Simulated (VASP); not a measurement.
```
ZrN
1.0
    0.00000     2.23492     2.23492
    2.23492     0.00000     2.23492
    2.23492     2.23492     0.00000
Zr N
1 1
Cartesian
  0.00000   0.00000   0.00000
  2.23492   2.23492   2.23492
```

Calculation: PBE GGA with D3 dispersion (zero damping), VASP's PBE PAW potentials (set 64) (plane waves; VASP 6.6.1). Run with 520 eV cut-off, 14×14×14 Γ-centred mesh, first-order Methfessel-Paxton smearing of 0.10 eV, potentials Zr_sv N.

Question: The job: ZrN (rock salt), 2 atoms, PBE-D3 (zero damping), static run, 520 eV, 14×14×14 Γ-centred mesh. Roughly how much core time does it take on a busy server core?

Answer: About 20 core-seconds (one run on a shared machine, a rough figure). It had 104 irreducible k-points, 12 bands, up to 620 plane waves and 14 electronic steps.

The compound is ZrN in the rock salt structure. This cell is one point of a volume scan, at 0.94 of the reference volume.
